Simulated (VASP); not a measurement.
These are PBEsol GGA, VASP's PBE PAW potentials (set 64) (plane waves; VASP 6.6.1) values and carry that method's errors.

A VASP calculation is set up with these files.

**KPOINTS**
```
Automatic mesh
0
Gamma
10 10 10
0 0 0
```

**INCAR**
```
# general
SYSTEM =FeSi
PREC   =Accurate
ENCUT  =400
LREAL  =F
LASPH  =T   # aspherical one-centre terms

# electronic loop
EDIFF  =1E-6
NELM   =100
ALGO   =Normal
LMAXMIX=4

# smearing
ISMEAR =1   # Methfessel-Paxton
SIGMA  =0.1   # width (eV)

# functional
GGA    =PS   # PBEsol

# spin
ISPIN  =2   # spin-polarised
MAGMOM =4.0 0.0

# ions
IBRION =2   # conjugate gradients
NSW    =60   # most ionic steps
ISIF   =3   # ions, shape and volume
EDIFFG =-0.01

# output
LWAVE  =F
LCHARG =F
LORBIT =10
```

POSCAR:
```
FeSi
1
    0.0000000000     2.8059220000     2.8059220000
    2.8059220000     0.0000000000     2.8059220000
    2.8059220000     2.8059220000     0.0000000000
Fe Si
1 1
Direct
  0.0000000000   0.0000000000   0.0000000000
  0.2500000000   0.2500000000   0.2500000000
```

POTCAR, in this order: Fe Si (PBE.64 set). Program: vasp_std.

The resulting files:

File OSZICAR:
```
...
DAV:   1    -0.233172354947E+02   -0.10737E+02   -0.13285E+02  2576   0.187E+02    0.301E+01
DAV:   2    -0.348538453700E+02   -0.11537E+02   -0.23319E+02  2456   0.206E+02    0.516E+01
DAV:   3    -0.131645821791E+02    0.21689E+02   -0.10935E+02  2636   0.144E+02    0.123E+01
DAV:   4    -0.132799719257E+02   -0.11539E+00   -0.23793E+00  2532   0.109E+01    0.825E+00
DAV:   5    -0.131935516849E+02    0.86420E-01   -0.18636E-01  2912   0.534E+00    0.556E+00
DAV:   6    -0.131750757151E+02    0.18476E-01   -0.40655E-02  2532   0.196E+00    0.217E+00
DAV:   7    -0.131722768795E+02    0.27988E-02   -0.13607E-02  2588   0.973E-01    0.369E-01
DAV:   8    -0.131724463879E+02   -0.16951E-03   -0.33592E-03  2740   0.650E-01    0.359E-01
DAV:   9    -0.131722469333E+02    0.19945E-03   -0.92904E-04  2836   0.384E-01    0.753E-02
DAV:  10    -0.131722459577E+02    0.97555E-06   -0.42718E-05  2724   0.513E-02    0.168E-02
DAV:  11    -0.131722456970E+02    0.26073E-06   -0.96867E-06  2396   0.403E-02
   2 F= -.13172246E+02 E0= -.13171487E+02  d E =-.592199E+00  mag=     1.0020
       N       E                     dE             d eps       ncg     rms          rms(c)
DAV:   1    -0.132149586953E+02   -0.42713E-01   -0.55238E-01  2496   0.124E+01    0.199E+00
DAV:   2    -0.133397651230E+02   -0.12481E+00   -0.18343E+00  2620   0.183E+01    0.391E+00
DAV:   3    -0.131747851642E+02    0.16498E+00   -0.94121E-01  2620   0.130E+01    0.289E-01
DAV:   4    -0.131746790120E+02    0.10615E-03   -0.77390E-03  2296   0.609E-01    0.168E-01
DAV:   5    -0.131744115363E+02    0.26748E-03   -0.80524E-04  3044   0.315E-01    0.502E-02
DAV:   6    -0.131744123256E+02   -0.78938E-06   -0.22313E-05  2460   0.380E-02    0.257E-02
DAV:   7    -0.131744123994E+02   -0.73713E-07   -0.63559E-06  2744   0.317E-02
   3 F= -.13174412E+02 E0= -.13173667E+02  d E =-.594366E+00  mag=     0.9947
       N       E                     dE             d eps       ncg     rms          rms(c)
DAV:   1    -0.131801181185E+02   -0.57058E-02   -0.78240E-02  2492   0.467E+00    0.763E-01
DAV:   2    -0.131995058250E+02   -0.19388E-01   -0.27960E-01  2640   0.710E+00    0.149E+00
DAV:   3    -0.131743249838E+02    0.25181E-01   -0.13219E-01  2620   0.496E+00    0.895E-02
DAV:   4    -0.131742897535E+02    0.35230E-04   -0.11097E-03  2320   0.223E-01    0.649E-02
DAV:   5    -0.131742742394E+02    0.15514E-04   -0.55824E-05  3224   0.775E-02    0.213E-02
DAV:   6    -0.131742729004E+02    0.13390E-05   -0.62967E-06  2032   0.265E-02    0.918E-03
DAV:   7    -0.131742728429E+02    0.57475E-07   -0.19729E-06  1508   0.101E-02
   4 F= -.13174273E+02 E0= -.13173521E+02  d E =-.594226E+00  mag=     0.9979
       N       E                     dE             d eps       ncg     rms          rms(c)
DAV:   1    -0.131742956052E+02   -0.22705E-04   -0.73786E-05  2528   0.142E-01    0.246E-02
DAV:   2    -0.131743163030E+02   -0.20698E-04   -0.28954E-04  2652   0.228E-01    0.490E-02
DAV:   3    -0.131742897787E+02    0.26524E-04   -0.14337E-04  2628   0.163E-01    0.312E-03
DAV:   4    -0.131742897135E+02    0.65265E-07   -0.10675E-06  1384   0.712E-03
   5 F= -.13174290E+02 E0= -.13173538E+02  d E =-.168706E-04  mag=     0.9978
       N       E                     dE             d eps       ncg     rms          rms(c)
DAV:   1    -0.131743872163E+02   -0.97438E-04   -0.68887E-04  2500   0.439E-01    0.725E-02
DAV:   2    -0.131745641899E+02   -0.17697E-03   -0.24988E-03  2628   0.672E-01    0.144E-01
DAV:   3    -0.131743356701E+02    0.22852E-03   -0.12270E-03  2628   0.476E-01    0.848E-03
DAV:   4    -0.131743352098E+02    0.46030E-06   -0.10054E-05  2284   0.209E-02    0.578E-03
DAV:   5    -0.131743350649E+02    0.14488E-06   -0.46203E-07  1164   0.768E-03
   6 F= -.13174335E+02 E0= -.13173584E+02  d E =-.622220E-04  mag=     0.9976
       N       E                     dE             d eps       ncg     rms          rms(c)
DAV:   1    -0.131743358541E+02   -0.64434E-06   -0.21131E-07  1144   0.836E-03    0.185E-03
DAV:   2    -0.131743359506E+02   -0.96421E-07   -0.10591E-06  1152   0.139E-02
   7 F= -.13174336E+02 E0= -.13173584E+02  d E =-.885646E-06  mag=     0.9976
       N       E                     dE             d eps       ncg     rms          rms(c)
DAV:   1    -0.131743378472E+02   -0.19930E-05   -0.35044E-06  1904   0.310E-02    0.355E-03
DAV:   2    -0.131743382502E+02   -0.40303E-06   -0.52768E-06  1648   0.312E-02
   8 F= -.13174338E+02 E0= -.13173586E+02  d E =-.318527E-05  mag=     0.9976
       N       E                     dE             d eps       ncg     rms          rms(c)
DAV:   1    -0.131743419450E+02   -0.40978E-05   -0.15209E-05  2436   0.627E-02    0.702E-03
DAV:   2    -0.131743435184E+02   -0.15735E-05   -0.21617E-05  2416   0.630E-02    0.133E-02
DAV:   3    -0.131743415160E+02    0.20024E-05   -0.10711E-05  1904   0.444E-02    0.103E-03
DAV:   4    -0.131743415009E+02    0.15149E-07   -0.10666E-07  1144   0.241E-03
   9 F= -.13174342E+02 E0= -.13173590E+02  d E =-.643599E-05  mag=     0.9975
       N       E                     dE             d eps       ncg     rms          rms(c)
DAV:   1    -0.131743505172E+02   -0.90012E-05   -0.23276E-05  2536   0.808E-02    0.133E-02
DAV:   2    -0.131743566385E+02   -0.61213E-05   -0.84597E-05  2620   0.124E-01    0.265E-02
DAV:   3    -0.131743488569E+02    0.77816E-05   -0.41414E-05  2588   0.875E-02    0.154E-03
DAV:   4    -0.131743488294E+02    0.27533E-07   -0.31858E-07  1128   0.384E-03
  10 F= -.13174349E+02 E0= -.13173598E+02  d E =-.137645E-04  mag=     0.9975
       N       E                     dE             d eps       ncg     rms          rms(c)
DAV:   1    -0.131743696666E+02   -0.20810E-04   -0.91888E-05  2496   0.160E-01    0.266E-02
DAV:   2    -0.131743937337E+02   -0.24067E-04   -0.33698E-04  2628   0.247E-01    0.530E-02
DAV:   3    -0.131743628507E+02    0.30883E-04   -0.16512E-04  2620   0.175E-01    0.308E-03
DAV:   4    -0.131743627709E+02    0.79853E-07   -0.13161E-06  1728   0.766E-03
  11 F= -.13174363E+02 E0= -.13173612E+02  d E =-.277060E-04  mag=     0.9974
       N       E                     dE             d eps       ncg     rms          rms(c)
DAV:   1    -0.131744157283E+02   -0.52878E-04   -0.36814E-04  2492   0.321E-01    0.532E-02
DAV:   2    -0.131745112561E+02   -0.95528E-04   -0.13467E-03  2628   0.493E-01    0.106E-01
DAV:   3    -0.131743880488E+02    0.12321E-03   -0.66054E-04  2616   0.349E-01    0.619E-03
DAV:   4    -0.131743877897E+02    0.25912E-06   -0.54084E-06  2280   0.153E-02
  12 F= -.13174388E+02 E0= -.13173638E+02  d E =-.527248E-04  mag=     0.9972
       N       E                     dE             d eps       ncg     rms          rms(c)
DAV:   1    -0.131745386447E+02   -0.15060E-03   -0.14727E-03  2488   0.642E-01    0.106E-01
DAV:   2    -0.131749180802E+02   -0.37944E-03   -0.53692E-03  2628   0.986E-01    0.212E-01
DAV:   3    -0.131744271974E+02    0.49088E-03   -0.26384E-03  2616   0.698E-01    0.124E-02
DAV:   4    -0.131744262484E+02    0.94902E-06   -0.21587E-05  2272   0.306E-02    0.844E-03
DAV:   5    -0.131744259424E+02    0.30597E-06   -0.98929E-07  1296   0.112E-02
  13 F= -.13174426E+02 E0= -.13173677E+02  d E =-.908775E-04  mag=     0.9968
       N       E                     dE             d eps       ncg     rms          rms(c)
DAV:   1    -0.131749030499E+02   -0.47680E-03   -0.59811E-03  2480   0.129E+00    0.211E-01
DAV:   2    -0.131763903390E+02   -0.14873E-02   -0.21125E-02  2628   0.196E+00    0.420E-01
DAV:   3    -0.131744604166E+02    0.19299E-02   -0.10410E-02  2616   0.139E+00    0.251E-02
DAV:   4    -0.131744567299E+02    0.36867E-05   -0.85536E-05  2280   0.611E-02    0.171E-02
DAV:   5    -0.131744554751E+02    0.12548E-05   -0.40227E-06  1884   0.228E-02    0.517E-03
DAV:   6    -0.131744554902E+02   -0.15075E-07   -0.56205E-07  1180   0.656E-03
  14 F= -.13174455E+02 E0= -.13173708E+02  d E =-.120425E-03  mag=     0.9960
```

File OUTCAR:
```
------------------------ aborting loop because EDIFF is reached ----------------------------------------
  FORCE on cell =-STRESS in cart. coord.  units (eV):
  Direction    XX          YY          ZZ          XY          YZ          ZX
  --------------------------------------------------------------------------------------
  Total        0.0009941      0.0009941      0.0009941      0.0000000     -0.0000000      0.0000000
  in kB        0.0479096      0.0479096      0.0479096      0.0000000     -0.0000000      0.0000000
  external PRESSURE =       0.0479096 kB  Pullay stress =       0.0000000 kB
  volume of cell :       33.25
      direct lattice vectors                 reciprocal lattice vectors
     0.000000000  2.552109361  2.552109361    -0.195916369  0.195916369  0.195916369
     2.552109361  0.000000000  2.552109361     0.195916369 -0.195916369  0.195916369
     2.552109361  2.552109361  0.000000000     0.195916369  0.195916369 -0.195916369
 POSITION                                       TOTAL-FORCE (eV/Angst)
 -----------------------------------------------------------------------------------
      0.00000      0.00000      0.00000        -0.000000     -0.000000     -0.000000
      1.27605      1.27605      1.27605         0.000000      0.000000      0.000000
 -----------------------------------------------------------------------------------
    total drift:                                0.000000      0.000000      0.000000
  FREE ENERGIE OF THE ION-ELECTRON SYSTEM (eV)
  ---------------------------------------------------
  free  energy   TOTEN  =       -13.1744554902 eV

  energy  without entropy=      -13.1722138875  energy(sigma->0) =      -13.17370829

 total charge

# of ion       s       p       d       tot
------------------------------------------
    1        0.507   0.404   6.534   7.445
    2        0.828   0.893   0.000   1.722
--------------------------------------------------
tot          1.335   1.298   6.534   9.167

 magnetization (x)

# of ion       s       p       d       tot
------------------------------------------
    1        0.032  -0.013   1.103   1.121
    2       -0.012  -0.072   0.000  -0.084
--------------------------------------------------
tot          0.019  -0.084   1.103   1.038

 reached required accuracy - stopping structural energy minimisation
```
(Selected blocks of OUTCAR.)

**CONTCAR**
```
FeSi
   1.00000000000000
     0.0000000000000000    2.5521093611268610    2.5521093611268610
     2.5521093611268610    0.0000000000000000    2.5521093611268610
     2.5521093611268610    2.5521093611268610    0.0000000000000000
  Fe              Si
     1     1
Direct
     0.0000000000000000    0.0000000000000000    0.0000000000000000
     0.2500000000000000    0.2500000000000000    0.2500000000000000
```

Energy and stress use the plane-wave basis of the starting cell.

The structure was generated: FeSi was put into the zinc blende type (F-43m), which need not be its known phase. This run relaxes it. Symmetry was kept, so distortions that lower it aren't found.
